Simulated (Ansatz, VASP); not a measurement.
# Ta3B2N in VASP and in Ansatz

```
Ta B N
1.0
     3.04252    0.00000    0.00000
     0.00000    3.04252    0.00000
     0.00000    0.00000    8.65074
Ta B N
3 2 1
Direct
  0.00000 0.00000 0.22600
  0.00000 0.00000 0.77400
  0.50000 0.50000 0.50000
  0.00000 0.00000 0.50000
  0.50000 0.50000 0.00000
  0.00000 0.00000 0.00000
```

Alike in both runs: functional PBE; k mesh 4 × 4 × 4; occupations gaussian, width 0.1 eV; no spin polarisation.

Ansatz relaxed the structure, and its values are those at the end. VASP's run is a single point on that final structure, the one shown.

```csv
,VASP,Ansatz
version,VASP 6.6.1,Ansatz 0.2.0
potentials or method,"VASP PAW PBE potentials, release 64 (Ta_pv, B, N)","scalar-relativistic, plane waves, PAW"
plane-wave cutoff (eV),520,420
valence electrons in the cell,44,50
```

|  | VASP | Ansatz | Ansatz less VASP |
| --- | --- | --- | --- |
| gap on the k mesh at the Fermi level (eV) | none | none | - |
| pressure (GPa) | 0.3 | 0.0 | -0.32 |
| rms of the force components (eV/Å) | 0.017 | 0.000 | -0.0172 |

A gap of «none» marks a metal or a gap that the smearing closes. The functional is the same, so the differences come from potentials, cutoffs and numerics. The two sets of potentials don't hold the same shells in valence.

Caveats: the k mesh is coarse (spacing up to 0.52 Å⁻¹), so the values aren't converged. Spin-orbit coupling is left out, which matters for the levels of Ta.
